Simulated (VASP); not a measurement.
Here is the system:

```xyz
3
Lattice="0.0000 2.5908 2.5908 2.5908 0.0000 2.5908 2.5908 2.5908 0.0000" Properties=species:S:1:pos:R:3 pbc="T T T"
Hf     0.0000     0.0000     0.0000
O      1.2954     1.2954     1.2954
O      3.8862     3.8862     3.8862
```

All values below come from PBE GGA, VASP's PBE PAW potentials (set 64) (plane waves; VASP). Numerical set-up: 520 eV cut-off, 7×7×7 Γ-centred mesh, Gaussian smearing of 0.050 eV, potentials Hf_pv O.

Problem. What does the run give for the energy per atom (σ→0), pressure?

Solution. 
```json
{
 "energy per atom (σ→0)": "-10.050 eV/atom",
 "pressure": "-14.06 GPa"
}
```

Total energies compare only between runs with the same potentials, cut-off and functional.

The compound is HfO2 in the fluorite structure, the high-temperature cubic form, which is unstable at 0 K; the monoclinic form is the stable one. The cell was not relaxed at this level.
